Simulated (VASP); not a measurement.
Given:

```
CELL_PARAMETERS angstrom
      4.27750     0.00000     0.00000
      0.00000     4.27750     0.00000
      0.00000     0.00000     4.27750
ATOMIC_POSITIONS crystal
  Cu 0.75000 0.25000 0.75000
  Cu 0.25000 0.75000 0.75000
  Cu 0.75000 0.75000 0.25000
  Cu 0.25000 0.25000 0.25000
  O  0.00000 0.00000 0.00000
  O  0.50000 0.50000 0.50000
```

Calculation: TPSS meta-GGA, VASP's PBE PAW potentials (set 64) (plane waves; VASP). Settings: 520 eV cut-off, 5×5×5 Γ-centred mesh, Gaussian smearing of 0.050 eV, potentials Cu O.

Q: What does the run give for the energy per atom (σ→0), band gap (on the k-mesh) with the smallest direct gap where there is one?

A: 
- band gap (on the k-mesh): 0.53 eV
- smallest direct gap (on the k-mesh): 0.53 eV
- energy per atom (σ→0): -10.462 eV/atom

Only differences to runs with the same potentials and settings are physical.

The compound is Cu2O in the cuprite structure. It was relaxed first. The start is the result of an earlier pass.
